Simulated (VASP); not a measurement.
## La3In: convergence with the k-mesh and plane-wave cutoff

Aim: find how far the k-mesh and plane-wave cutoff must be pushed for La3In, and what that costs. The series runs use LDA. The k-mesh tried: 2 2 2; 3 3 3; 4 4 4; 5 5 5; 7 7 7; 8 8 8. The plane-wave cutoff tried: ENCUT = 140; ENCUT = 180; ENCUT = 220; ENCUT = 240; ENCUT = 280; ENCUT = 310; ENCUT = 380; ENCUT = 480. The start is a cell from a database of measured crystal structures.

Calculated with VASP 6.6.1; LDA; plane waves and PAW (La, In_d).

### 1. The starting structure

Symmetry: Pm-3m, No. 221, cubic system. The conventional cell has a = 5.085 Å, b = 5.085 Å, c = 5.085 Å, α = 90.00°, β = 90.00°, γ = 90.00°. La has 4 In at 3.60 Å and 8 La at 3.60 Å nearest. Nearest to In lie 12 La at 3.60 Å. Farther neighbours are not listed.

### 2. K-mesh: 2 2 2

The sum over the zone converges with the mesh, fast for insulators and slowly for metals. LDA, the lowest rung, knows the local density alone.

Input file INCAR:

```
SYSTEM = La3In
PREC = Accurate
ENCUT = 400
EDIFF = 1E-06
NELM = 100
ISMEAR = -1
SIGMA = 0.05
LREAL = .FALSE.
ALGO = Normal
GGA = CA
NBANDS = 29
LASPH = .TRUE.
LORBIT = 11
LWAVE = .FALSE.
LCHARG = .FALSE.
NCORE = 4
ISIF = 2
```

Input file POSCAR:

```
La3In
1.0
    5.0854000000      0.0000000000      0.0000000000
    0.0000000000      5.0854000000      0.0000000000
    0.0000000000      0.0000000000      5.0854000000
La In
3 1
Direct
    0.0000000000      0.5000000000      0.5000000000
    0.5000000000      0.0000000000      0.5000000000
    0.5000000000      0.5000000000      0.0000000000
    0.0000000000      0.0000000000      0.0000000000
```

Input file KPOINTS:

```
Automatic mesh
0
Gamma
2 2 2
0 0 0
```

The projector-augmented-wave data sets are La and In_d (PBE family, release 64).

Started as:

```
> mpirun -np 4 vasp_std
```

The log of the run:

```text
[banner, memory and clock lines left out]
running    4 mpi-ranks, on    1 nodes
 distrk:  each k-point on    4 cores,    1 groups
 distr:  one band on    4 cores,    1 groups

 POSCAR found type information on POSCAR LaIn
 POSCAR found :  2 types and       4 ions
|                                                                             |
|               ----> ADVICE to this user running VASP <----                  |
|                                                                             |
|     You enforced a specific xc type in the INCAR file but a different       |
|     [... a line on the potential file left out ...]
|     I HOPE YOU KNOW WHAT YOU ARE DOING!                                     |
|                                                                             |

 LDA part: xc-table for (Slater(with rela. corr.)+CA(PZ))
 , standard interpolation
 POSCAR, INCAR and KPOINTS ok, starting setup
 FFT: planning ... GRIDC
 FFT: planning ... GRID_SOFT
 FFT: planning ... GRID
 WAVECAR not read
 entering main loop
       N       E                     dE             d eps       ncg     rms          rms(c)
DAV:   1     0.545187248608E+03    0.54519E+03   -0.13941E+04   232   0.183E+03
DAV:   2     0.118058936497E+03   -0.42713E+03   -0.41841E+03   336   0.439E+02
DAV:   3    -0.211161235614E+01   -0.12017E+03   -0.11859E+03   352   0.256E+02
DAV:   4    -0.192589688306E+02   -0.17147E+02   -0.16136E+02   432   0.947E+01
DAV:   5    -0.214418444564E+02   -0.21829E+01   -0.21504E+01   448   0.342E+01    0.629E+00
DAV:   6    -0.213110660915E+02    0.13078E+00   -0.47254E+00   400   0.160E+01    0.263E+00
DAV:   7    -0.213394468276E+02   -0.28381E-01   -0.77297E-01   464   0.689E+00    0.126E+00
DAV:   8    -0.213380439680E+02    0.14029E-02   -0.12834E-01   464   0.238E+00    0.394E-01
DAV:   9    -0.213396612418E+02   -0.16173E-02   -0.25758E-02   464   0.117E+00    0.131E-01
DAV:  10    -0.213401387007E+02   -0.47746E-03   -0.55701E-03   424   0.497E-01    0.839E-02
DAV:  11    -0.213401941137E+02   -0.55413E-04   -0.14263E-03   432   0.285E-01    0.402E-02
DAV:  12    -0.213402158363E+02   -0.21723E-04   -0.28949E-04   456   0.100E-01    0.113E-02
DAV:  13    -0.213402214308E+02   -0.55945E-05   -0.57970E-05   352   0.439E-02    0.785E-03
DAV:  14    -0.213402221942E+02   -0.76339E-06   -0.14654E-05   368   0.256E-02    0.111E-03
DAV:  15    -0.213402224647E+02   -0.27050E-06   -0.28874E-06   224   0.121E-02
   1 F= -.21340222E+02 E0= -.21316944E+02  d E =-.465560E-01
```

Run time: 8.4 s. Hardware: 4 MPI ranks of Intel Xeon Platinum 8375C at 2.90GHz (Ice Lake), shared host; peak memory 0.49 GiB.

The logs omit lines about the potential files and the build; timing stands in the text.

From OUTCAR (step 2):

```text
ion  position               nearest neighbor table
   1  0.000  0.500  0.500-   2 3.60   3 3.60   4 3.60   3 3.60   4 3.60   2 3.60   4 3.60   4 3.60
                             2 3.60   3 3.60   3 3.60   2 3.60
   2  0.500  0.000  0.500-   1 3.60   3 3.60   4 3.60   3 3.60   4 3.60   1 3.60   3 3.60   3 3.60
                             1 3.60   4 3.60   4 3.60   1 3.60
   3  0.500  0.500  0.000-   1 3.60   2 3.60   4 3.60   1 3.60   2 3.60   2 3.60   4 3.60   2 3.60
                             1 3.60   4 3.60   1 3.60   4 3.60
   4  0.000  0.000  0.000-   1 3.60   2 3.60   3 3.60   1 3.60   2 3.60   1 3.60   3 3.60   1 3.60
                             2 3.60   3 3.60   2 3.60   3 3.60

  LATTYP: Found a simple cubic cell.
 ALAT       =     5.0854000000

 Subroutine GETGRP returns: Found 48 space group operations
 (whereof 48 operations were pure point group operations)

The static configuration has the point symmetry O_h .

 Found      4 irreducible k-points:

   k-points           NKPTS =      4   k-points in BZ     NKDIM =      4   number of bands    NBANDS=     29

   dimension x,y,z NGX =    36 NGY =   36 NGZ =   36
   dimension x,y,z NGXF=    72 NGYF=   72 NGZF=   72

   ENCUT  =  400.0 eV  29.40 Ry    5.42 a.u.   8.29  8.29  8.29*2*pi/ulx,y,z

   NELECT =      46.0000    total number of electrons

 k-points in reciprocal lattice and weights: Automatic mesh
   0.00000000  0.00000000  0.00000000       0.125
   0.50000000  0.00000000  0.00000000       0.375
   0.50000000  0.50000000  0.00000000       0.375
   0.50000000  0.50000000  0.50000000       0.125

 average (electrostatic) potential at core
       1 -96.0165       2 -96.0165       3 -96.0165       4 -92.5370

 E-fermi :   8.0305

 k-point     1 :       0.0000    0.0000    0.0000
  band No.  band energies     occupation
    ...
     20       6.9785      2.00000
     21       6.9785      2.00000
     22       7.0679      2.00000
     23       7.0679      2.00000
     24       7.0679      2.00000
     25       8.6077      0.00002
     26       8.6077      0.00002
     27       8.6077      0.00002
     28       9.3570      0.00000
     29       9.7268      0.00000

 k-point     2 :       0.5000    0.0000    0.0000
  band No.  band energies     occupation
    ...
     19       5.3257      2.00000
     20       6.6963      2.00000
     21       7.1116      2.00000
     22       7.1116      2.00000
     23       7.3691      2.00000
     24       8.4754      0.00027
     25       8.9384      0.00000
     26       9.0193      0.00000
     27       9.1073      0.00000
     28       9.1375      0.00000
    ...

 k-point     3 :       0.5000    0.5000    0.0000
  band No.  band energies     occupation
    ...
     19       6.4329      2.00000
     20       6.4644      2.00000
     21       6.4644      2.00000
     22       7.8723      1.91903
     23       7.8723      1.91903
     24       8.1586      0.14349
     25       8.5613      0.00005
     26       8.9557      0.00000
     27       8.9557      0.00000
     28       9.2928      0.00000
    ...

  Total       -4.8343258     -4.8343258     -4.8343258      0.0000000      0.0000000     -0.0000000
  in kB      -58.8940125    -58.8940125    -58.8940125      0.0000000      0.0000000     -0.0000000
  external PRESSURE =     -58.8940125 kB  Pullay stress =       0.0000000 kB

  energy-cutoff  :      400.00
  volume of cell :      131.52
      direct lattice vectors                 reciprocal lattice vectors
     5.085400000  0.000000000  0.000000000     0.196641365  0.000000000  0.000000000
     0.000000000  5.085400000  0.000000000     0.000000000  0.196641365  0.000000000
     0.000000000  0.000000000  5.085400000     0.000000000  0.000000000  0.196641365

 POSITION                                       TOTAL-FORCE (eV/Angst)
 -----------------------------------------------------------------------------------
      0.00000      2.54270      2.54270         0.000000      0.000000      0.000000
      2.54270      0.00000      2.54270         0.000000      0.000000      0.000000
      2.54270      2.54270      0.00000         0.000000      0.000000      0.000000
      0.00000      0.00000      0.00000         0.000000      0.000000      0.000000
 -----------------------------------------------------------------------------------
    total drift:                                0.000000      0.000000      0.000000

  FREE ENERGIE OF THE ION-ELECTRON SYSTEM (eV)
  ---------------------------------------------------
  free  energy   TOTEN  =       -21.3402224647 eV

  energy  without entropy=      -21.2936664938  energy(sigma->0) =      -21.31694448

 total charge
# of ion       s       p       d       f       tot
--------------------------------------------------
    1        2.076   5.518   0.955   0.097   8.646
    2        2.076   5.518   0.955   0.097   8.646
    3        2.076   5.518   0.955   0.097   8.646
    4        0.912   0.704   9.819   0.000  11.436
--------------------------------------------------
tot          7.140  17.259  12.684   0.290  37.373

[... 1 further part left out ...]
```

The PAW data sets were made with PBE, though LDA sets exist; this is a small mismatch.

This step gave:

```
electronic steps        : 15
electrons               : 46
bands                   : 29
irreducible k points    : 4
symmetry operations     : 48
free energy (TOTEN)     : -21.34 eV
energy at zero smearing : -21.32 eV
Fermi energy            : 8.030 eV
pressure                : -5.889 GPa
metallic                : yes
```

The series starts at -5.3292 eV an atom and -5.89 GPa, after 15 cycles in 8.4 s.

### 3. K-mesh: 3 3 3

INCAR, as its differences from that of step 2:

```diff
@@ -15,3 +15,4 @@
 LCHARG = .FALSE.
-NCORE = 4
+KPAR = 2
+NCORE = 2
 ISIF = 2
```

POSCAR is that of step 2.

Input file KPOINTS:

```
Automatic mesh
0
Gamma
3 3 3
0 0 0
```

Started as:

```
> mpirun -np 4 vasp_std
```

The log of the run:

```text
[banner, memory and clock lines left out]
running    4 mpi-ranks, on    1 nodes
[...]
[... a notice as in an earlier step ...]

 LDA part: xc-table for (Slater(with rela. corr.)+CA(PZ))
 , standard interpolation
 POSCAR, INCAR and KPOINTS ok, starting setup
[...]
entering main loop
       N       E                     dE             d eps       ncg     rms          rms(c)
DAV:   1     0.544517862780E+03    0.54452E+03   -0.14091E+04   232   0.182E+03
DAV:   2     0.902176147018E+02   -0.45430E+03   -0.44499E+03   360   0.436E+02
DAV:   3    -0.689668212190E+01   -0.97114E+02   -0.95608E+02   336   0.275E+02
DAV:   4    -0.193034473449E+02   -0.12407E+02   -0.11992E+02   440   0.904E+01
[...]
DAV:  13    -0.212254846108E+02   -0.47821E-05   -0.47953E-05   296   0.355E-02    0.146E-02
DAV:  14    -0.212254859115E+02   -0.13007E-05   -0.12273E-05   288   0.184E-02    0.134E-02
DAV:  15    -0.212254867267E+02   -0.81525E-06   -0.35198E-06   248   0.135E-02
   1 F= -.21225487E+02 E0= -.21172980E+02  d E =-.105013E+00
```

The job ended after 8 s (4 MPI ranks; peak memory 0.64 GiB).

From OUTCAR (step 3):

```text
  Total       -2.9776077     -2.9776077     -2.9776077     -0.0000000      0.0000000     -0.0000000
  in kB      -36.2746062    -36.2746062    -36.2746062     -0.0000000      0.0000000     -0.0000000
  external PRESSURE =     -36.2746062 kB  Pullay stress =       0.0000000 kB

 POSITION                                       TOTAL-FORCE (eV/Angst)
 -----------------------------------------------------------------------------------
      0.00000      2.54270      2.54270         0.000000      0.000000      0.000000
      2.54270      0.00000      2.54270         0.000000      0.000000      0.000000
      2.54270      2.54270      0.00000         0.000000      0.000000      0.000000
      0.00000      0.00000      0.00000         0.000000      0.000000      0.000000
 -----------------------------------------------------------------------------------
    total drift:                               -0.000000      0.000000      0.000000

  FREE ENERGIE OF THE ION-ELECTRON SYSTEM (eV)
  ---------------------------------------------------
  free  energy   TOTEN  =       -21.2254867267 eV

  energy  without entropy=      -21.1204736821  energy(sigma->0) =      -21.17298020

[... 2 parts as in an earlier step ...]

[... 1 further part left out ...]
[key lines of the parts left out:]
E-fermi :   7.9192
```

Against the run before the energy moves by +35.99 meV an atom and the pressure by +2.26 GPa, after 15 cycles in 8 s.

### 4. K-mesh: 4 4 4

INCAR, as its differences from that of step 3:

```diff
@@ -15,4 +15,3 @@
 LCHARG = .FALSE.
-KPAR = 2
-NCORE = 2
+KPAR = 4
 ISIF = 2
```

POSCAR is that of step 3.

Input file KPOINTS:

```
Automatic mesh
0
Gamma
4 4 4
0 0 0
```

Started as:

```
> mpirun -np 4 vasp_std
```

The log of the run:

```text
[banner, memory and clock lines left out]
running    4 mpi-ranks, on    1 nodes
[...]
[... a notice as in an earlier step ...]

 LDA part: xc-table for (Slater(with rela. corr.)+CA(PZ))
 , standard interpolation
 POSCAR, INCAR and KPOINTS ok, starting setup
[...]
entering main loop
       N       E                     dE             d eps       ncg     rms          rms(c)
DAV:   1     0.547840220148E+03    0.54784E+03   -0.14101E+04   580   0.185E+03
DAV:   2     0.103181474608E+03   -0.44466E+03   -0.43437E+03   892   0.444E+02
DAV:   3    -0.537237615083E+01   -0.10855E+03   -0.10714E+03   852   0.278E+02
DAV:   4    -0.191636796101E+02   -0.13791E+02   -0.13250E+02  1104   0.939E+01
[...]
DAV:  13    -0.212441457972E+02   -0.41555E-05   -0.47930E-05   856   0.414E-02    0.243E-03
DAV:  14    -0.212441466274E+02   -0.83019E-06   -0.10077E-05   768   0.229E-02    0.113E-03
DAV:  15    -0.212441468687E+02   -0.24123E-06   -0.24425E-06   672   0.121E-02
   1 F= -.21244147E+02 E0= -.21209377E+02  d E =-.695392E-01
```

It took 18 s on 4 MPI ranks; peak memory 0.74 GiB; 68 s of CPU time.

Parts of OUTCAR (step 4):

```text
  Total       -3.4312743     -3.4312743     -3.4312743      0.0000000      0.0000000      0.0000000
  in kB      -41.8013841    -41.8013841    -41.8013841      0.0000000      0.0000000      0.0000000
  external PRESSURE =     -41.8013841 kB  Pullay stress =       0.0000000 kB

  FREE ENERGIE OF THE ION-ELECTRON SYSTEM (eV)
  ---------------------------------------------------
  free  energy   TOTEN  =       -21.2441468687 eV

  energy  without entropy=      -21.1746077084  energy(sigma->0) =      -21.20937729

[... 2 parts as in an earlier step ...]

[... 2 further parts left out ...]
[key lines of the parts left out:]
E-fermi :   7.8188
```

Against the run before the energy moves by -9.10 meV an atom and the pressure by -0.55 GPa, after 15 cycles in 18 s.

### 5. K-mesh: 5 5 5

INCAR is that of step 4.

POSCAR is that of step 4.

Input file KPOINTS:

```
Automatic mesh
0
Gamma
5 5 5
0 0 0
```

Started as:

```
> mpirun -np 4 vasp_std
```

The log of the run:

```text
[... set-up lines as in an earlier step ...]
 entering main loop
       N       E                     dE             d eps       ncg     rms          rms(c)
DAV:   1     0.543576137125E+03    0.54358E+03   -0.14154E+04   580   0.183E+03
DAV:   2     0.964168608478E+02   -0.44716E+03   -0.43627E+03   932   0.438E+02
DAV:   3    -0.581580403517E+01   -0.10223E+03   -0.10083E+03   844   0.276E+02
DAV:   4    -0.192439118054E+02   -0.13428E+02   -0.12858E+02  1112   0.925E+01
[...]
DAV:  12    -0.212969780272E+02   -0.15138E-04   -0.17027E-04  1040   0.751E-02    0.845E-03
DAV:  13    -0.212969809722E+02   -0.29450E-05   -0.33115E-05   832   0.435E-02    0.383E-03
DAV:  14    -0.212969817074E+02   -0.73520E-06   -0.70486E-06   736   0.174E-02
   1 F= -.21296982E+02 E0= -.21274228E+02  d E =-.455083E-01
```

Elapsed: 17 s, on 4 MPI ranks; peak memory 0.74 GiB.

OUTCAR, selected parts (step 5):

```text
  Total       -3.4063263     -3.4063263     -3.4063263      0.0000000      0.0000000     -0.0000000
  in kB      -41.4974565    -41.4974565    -41.4974565      0.0000000      0.0000000     -0.0000000
  external PRESSURE =     -41.4974565 kB  Pullay stress =       0.0000000 kB

  FREE ENERGIE OF THE ION-ELECTRON SYSTEM (eV)
  ---------------------------------------------------
  free  energy   TOTEN  =       -21.2969817074 eV

  energy  without entropy=      -21.2514733677  energy(sigma->0) =      -21.27422754

[... 3 parts as in an earlier step ...]

[... 1 further part left out ...]
[key lines of the parts left out:]
E-fermi :   7.8636
```

Against the run before the energy moves by -16.21 meV an atom and the pressure by +0.03 GPa, after 14 cycles in 17 s.

### 6. K-mesh: 7 7 7

INCAR is that of step 5.

POSCAR is that of step 5.

Input file KPOINTS:

```
Automatic mesh
0
Gamma
7 7 7
0 0 0
```

Started as:

```
> mpirun -np 4 vasp_std
```

The log of the run:

```text
[... set-up lines as in an earlier step ...]
 entering main loop
       N       E                     dE             d eps       ncg     rms          rms(c)
DAV:   1     0.546219168403E+03    0.54622E+03   -0.14071E+04  1160   0.183E+03
DAV:   2     0.970355146893E+02   -0.44918E+03   -0.43954E+03  1792   0.441E+02
DAV:   3    -0.699149437509E+01   -0.10403E+03   -0.10229E+03  1712   0.281E+02
DAV:   4    -0.195645491669E+02   -0.12573E+02   -0.12207E+02  2216   0.896E+01
[...]
DAV:  12    -0.213006358711E+02   -0.17283E-04   -0.16098E-04  2000   0.703E-02    0.126E-02
DAV:  13    -0.213006391116E+02   -0.32405E-05   -0.32902E-05  1616   0.370E-02    0.140E-02
DAV:  14    -0.213006398566E+02   -0.74498E-06   -0.71691E-06  1416   0.158E-02
   1 F= -.21300640E+02 E0= -.21276146E+02  d E =-.489878E-01
```

Elapsed: 24 s, on 4 MPI ranks; peak memory 0.83 GiB.

From OUTCAR (step 6):

```text
  Total       -3.3746861     -3.3746861     -3.3746861     -0.0000000     -0.0000000      0.0000000
  in kB      -41.1120003    -41.1120003    -41.1120003     -0.0000000     -0.0000000      0.0000000
  external PRESSURE =     -41.1120003 kB  Pullay stress =       0.0000000 kB

  FREE ENERGIE OF THE ION-ELECTRON SYSTEM (eV)
  ---------------------------------------------------
  free  energy   TOTEN  =       -21.3006398566 eV

  energy  without entropy=      -21.2516520078  energy(sigma->0) =      -21.27614593

[... 2 parts as in an earlier step ...]

[... 2 further parts left out ...]
[key lines of the parts left out:]
E-fermi :   7.8354
```

Against the run before the energy moves by -0.48 meV an atom and the pressure by +0.04 GPa, after 14 cycles in 24 s.

### 7. K-mesh: 8 8 8

INCAR is that of step 6.

POSCAR is that of step 6.

Input file KPOINTS:

```
Automatic mesh
0
Gamma
8 8 8
0 0 0
```

Started as:

```
> mpirun -np 4 vasp_std
```

The log of the run:

```text
[... set-up lines as in an earlier step ...]
 entering main loop
       N       E                     dE             d eps       ncg     rms          rms(c)
DAV:   1     0.539772905316E+03    0.53977E+03   -0.14061E+04  2038   0.183E+03
DAV:   2     0.868359524208E+02   -0.45294E+03   -0.44377E+03  3174   0.439E+02
DAV:   3    -0.805002677400E+01   -0.94886E+02   -0.93552E+02  2982   0.269E+02
DAV:   4    -0.194843123844E+02   -0.11434E+02   -0.10875E+02  3876   0.852E+01
[...]
DAV:  13    -0.212873785575E+02   -0.31616E-05   -0.34578E-05  2908   0.364E-02    0.124E-02
DAV:  14    -0.212873783288E+02    0.22866E-06   -0.10282E-05  3276   0.274E-02    0.418E-03
DAV:  15    -0.212873786203E+02   -0.29154E-06   -0.18956E-06  2228   0.139E-02
   1 F= -.21287379E+02 E0= -.21259803E+02  d E =-.551517E-01
```

Run time: 44 s. Hardware: 4 MPI ranks; peak memory 0.94 GiB.

Parts of OUTCAR (step 7):

```text
  Total       -3.4332149     -3.4332149     -3.4332149      0.0000000      0.0000000      0.0000000
  in kB      -41.8250256    -41.8250256    -41.8250256      0.0000000      0.0000000      0.0000000
  external PRESSURE =     -41.8250256 kB  Pullay stress =       0.0000000 kB

  FREE ENERGIE OF THE ION-ELECTRON SYSTEM (eV)
  ---------------------------------------------------
  free  energy   TOTEN  =       -21.2873786203 eV

  energy  without entropy=      -21.2322269661  energy(sigma->0) =      -21.25980279

[... 2 parts as in an earlier step ...]

[... 2 further parts left out ...]
[key lines of the parts left out:]
E-fermi :   7.8424
```

Against the run before the energy moves by +4.09 meV an atom and the pressure by -0.07 GPa, after 15 cycles in 44 s.

### 8. The k-mesh series as a table

This step: convergence of LDA results with the mesh; plane waves and PAW (VASP 6.6.1).

This step runs nothing: it gathers the runs above.

Differences are taken from the run with 8 8 8. Results of the series, by row:

| setting | status | energy less the reference (meV/atom) | pressure (GPa) | SCF cycles | wall time (s) |
| --- | --- | --- | --- | --- | --- |
| 2 2 2 | converged | -14.29 | -5.889 | 15 | 8.4 |
| 3 3 3 | converged | 21.71 | -3.627 | 15 | 8 |
| 4 4 4 | converged | 12.61 | -4.18 | 15 | 18 |
| 5 5 5 | converged | -3.606 | -4.15 | 14 | 17.2 |
| 7 7 7 | converged | -4.086 | -4.111 | 14 | 24 |
| 8 8 8 | converged | 0 | -4.183 | 15 | 44 |

(Part 1 of 3 ends here.)

[Lines on the potential files, build, host, timing and source positions are cut from VASP's logs without a mark.]

[Logs are printed without paths, hosts, clocks, repeated set-up lines and the standing remarks that a program may print on its own settings, such as how far it seeks lower states.]

[Hosts, paths, dates, database ids (printed as entryN), source tags and the programs' standing remarks are cut or masked in the printed files.]

[A measured line is paired with the nearest computed mode of its activity, which favours agreement.]
